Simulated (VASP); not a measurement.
Here is the system:

```xyz
3
Lattice="1.5193 -2.6311 0.0000 1.5193 2.6311 0.0000 0.0000 -0.0002 7.2615" Properties=species:S:1:pos:R:3 pbc="T T T"
Te     0.5059     0.8760     4.8410
Te     2.0267    -0.0002     7.2615
Te     0.5059    -0.8762     2.4205
```

Method: PBEsol GGA, VASP's PBE PAW potentials (set 64) (plane waves; VASP). Settings: ISYM = 0, 500 eV cut-off, 12×12×5 Γ-centred mesh, first-order Methfessel-Paxton smearing of 0.10 eV, potentials Te.

Problem. The ions, cell shape and volume at an external pressure of 45.0 GPa are relaxed. Which structure does the run end with?

Solution. 
```xyz
3
Lattice="1.5049 -2.6063 0.0001 1.5049 2.6063 -0.0001 0.0000 -0.0005 7.3990" Properties=species:S:1:pos:R:3 pbc="T T T"
Te     0.5013     0.8677     4.9326
Te     2.0074     0.0000     0.0000
Te     0.5013    -0.8683     2.4664
```
Space group Fm-3m (225), at a tolerance of 0.03 Å.

Problem. How do energy and volume change from the first to the last step?

Solution. The energy (σ→0) changes by -6.1 meV/atom and the volume by -0.0 %, in 8 ionic steps.

```csv
step,E(σ→0) (eV),max force (eV/Å),pressure (GPa),volume (Å³)
1,-7.2874,0.002,45.23,58.05
2,-7.3669,0.002,44.09,58.28
3,-7.5257,0.001,41.49,58.92
4,-7.4347,0.002,43.03,58.52
5,-7.4092,0.002,43.45,58.42
6,-7.2866,0.002,45.21,57.98
7,-7.3479,0.002,44.35,58.20
8,-7.3055,0.002,44.98,58.04
```

The compound is Te in the trig structure. This run relaxes it under an external pressure of 45 GPa.
